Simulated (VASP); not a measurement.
Consider the following.

```xyz
2
Lattice="0.0000 2.7749 2.7749 2.7749 0.0000 2.7749 2.7749 2.7749 0.0000" Properties=species:S:1:pos:R:3 pbc="T T T"
K      0.0000     0.0000     0.0000
F      2.7749     2.7749     2.7749
```

Computed with revPBE GGA, VASP's PBE PAW potentials (set 64) (plane waves; VASP). Numerical set-up: 520 eV cut-off, 8×8×8 Γ-centred mesh, Gaussian smearing of 0.050 eV, potentials K_sv F.

What does the run give for the energy per atom (σ→0), band gap (on the k-mesh) with the smallest direct gap where there is one?

| Item | Value |
|---|---|
| band gap (on the k-mesh) | 5.91 eV |
| smallest direct gap (on the k-mesh) | 5.91 eV |
| energy per atom (σ→0) | -382.2 kJ/mol of atoms |

The absolute energy has meaning only against runs of the same code, potentials and settings.

The compound is KF in the rock salt structure. It was relaxed first, which changed the volume by +12 %.
